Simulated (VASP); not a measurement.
```
CO2
1.0
    5.49707     0.00000     0.00000
    0.00000     5.49707     0.00000
    0.00000     0.00000     5.49707
C O
4 8
Direct
  0.99423   0.00453   0.98872
  0.49691   0.99076   0.50396
  0.50209   0.49430   0.99240
  0.99877   0.50147   0.50094
  0.13821   0.11723   0.11865
  0.86962   0.88264   0.88084
  0.35942   0.87761   0.61827
  0.62316   0.12686   0.38350
  0.62319   0.37057   0.88238
  0.38873   0.62900   0.12465
  0.87857   0.63105   0.38022
  0.12711   0.37399   0.62546
```

Computed with HSE06 screened hybrid, VASP's PBE PAW potentials (set 64) (plane waves; VASP). Run with 400 eV cut-off, 3×3×3 Γ-centred mesh, Gaussian smearing of 0.020 eV, potentials C O.

At this cut-off the stress carries a Pulay error, which pulls relaxed volumes low.

Predict the energy per atom (σ→0), pressure, largest force, band gap (on the k-mesh) with the smallest direct gap where there is one.

| Property | Value |
|---|---|
| band gap (on the k-mesh) | 8.24 eV |
| smallest direct gap (on the k-mesh) | 8.24 eV |
| energy per atom (σ→0) | -9439 meV/atom |
| pressure | -8.88 GPa |
| largest force | 9.187 eV/Å |

Total energies compare only between runs with the same potentials, cut-off and functional.

The structure comes from a computed database's CO2 entry; how it stands against other phases isn't given here. The cell was not relaxed at this level, atoms are displaced from their ideal sites.
